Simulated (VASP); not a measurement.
The system is NbWS4.

```
Nb W S
1.0
     5.68932    0.00000    0.00000
    -2.84466    4.92710    0.00000
     0.00000    0.00000    4.61431
Nb W S
1 1 4
Direct
  0.00000 0.00000 0.00000
  0.66667 0.33333 0.00000
  0.33333 0.66667 0.00000
  0.67051 0.83526 0.50000
  0.16474 0.83526 0.50000
  0.16474 0.32949 0.50000
```

The cell was built by a generator and needn't be a form met in nature.

- Program: VASP 6.6.1
- Task: relaxation of cell and atoms
- Functional: PBE
- Potentials or basis: VASP PAW PBE potentials, release 64 (Nb_sv, W_sv, S)
- Cutoff: 520 eV
- k mesh: 3 × 3 × 3
- Occupations: gaussian, width 0.15 eV
- Spin: no spin polarisation

At the start: pressure -16.6 GPa; volume 21.56 Å³/atom.

How do energy, volume and symmetry change on relaxing?

Over 5 steps the energy falls by 346.6 meV/atom and the volume is 16.65 Å³/atom (-22.8 %); space group P-6m2 (No. 187, to 0.05 Å).

The path:
| step | energy change (eV) | largest force (eV/Å) | pressure (GPa) | volume (Å³) |
| --- | --- | --- | --- | --- |
| 1 | 0.0000 | 1.1087 | -16.64 | 129.35 |
| 2 | -1.7645 | 0.2747 | 11.73 | 91.79 |
| 3 | -2.0369 | 0.2779 | 0.44 | 99.76 |
| 4 | -2.0772 | 0.0510 | 0.31 | 99.89 |
| 5 | -2.0797 | 0.0116 | 0.32 | 99.92 |

Final structure:
```yaml
crystal:
  lattice:
    - [5.13616, 0.00000, 0.00000]
    - [-2.56808, 4.44804, 0.00000]
    - [0.00000, 0.00000, 4.37357]
  atoms:
    - { symbol: Nb, position: [0.00000, 0.00000, 0.00000] }
    - { symbol: W, position: [0.66667, 0.33333, 0.00000] }
    - { symbol: S, position: [0.33333, 0.66667, 0.00000] }
    - { symbol: S, position: [0.68244, 0.84122, 0.50000] }
    - { symbol: S, position: [0.15878, 0.84122, 0.50000] }
    - { symbol: S, position: [0.15878, 0.31756, 0.50000] }
```

Caveat: the k mesh is coarse (spacing up to 0.45 Å⁻¹), so the values aren't converged; the volume moved by over 15 % at a fixed basis, so the end points are rough.
